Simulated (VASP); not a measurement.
HgS (zinc blende): the lattice constant a from VASP (plane waves, PAW) at several levels of theory. Static lattice. The measured value holds thermal and zero-point effects that the static calculation lacks.

```
level       lattice constant a (Å)  error against measurement
----------  ----------------------  -------------------------
LDA                          5.830                     -0.2 %
PBE                          6.003                     +2.8 %
PBEsol                       5.890                     +0.8 %
RPBE                         6.088                     +4.2 %
AM05                         5.908                     +1.1 %
PBE-D3(BJ)                   5.926                     +1.5 %
HSE06                        5.932                     +1.6 %
HSEsol                       5.862                     +0.4 %
PBE0                         5.928                     +1.5 %
```

Measured: 5.841 Å at 295 K (as given by Cardona et al., (2009), arXiv:0908.2634).

The cell of the LDA run:

```cif
data_HgS
_chemical_formula_sum 'Hg1 S1'
_space_group_name_H-M_alt 'P 1'
_space_group_IT_number 1
_cell_length_a 4.12281
_cell_length_b 4.12281
_cell_length_c 4.12281
_cell_angle_alpha 60.000
_cell_angle_beta 60.000
_cell_angle_gamma 60.000
loop_
_space_group_symop_operation_xyz
  'x, y, z'
loop_
_atom_site_label
_atom_site_type_symbol
_atom_site_fract_x
_atom_site_fract_y
_atom_site_fract_z
_atom_site_occupancy
Hg1 Hg 0.00000 0.00000 0.00000 1
S1 S 0.25000 0.25000 0.25000 1
```

Only levels that ran to the end are used. Left out are those held back, those with too coarse a band path, GW runs whose mesh misses a band edge, hybrids' fits of cells that aren't cubic and levels without matching references; a question may draw on a part of the rest.

The compound is HgS in the zinc blende structure, metacinnabar; cinnabar is the stable form.
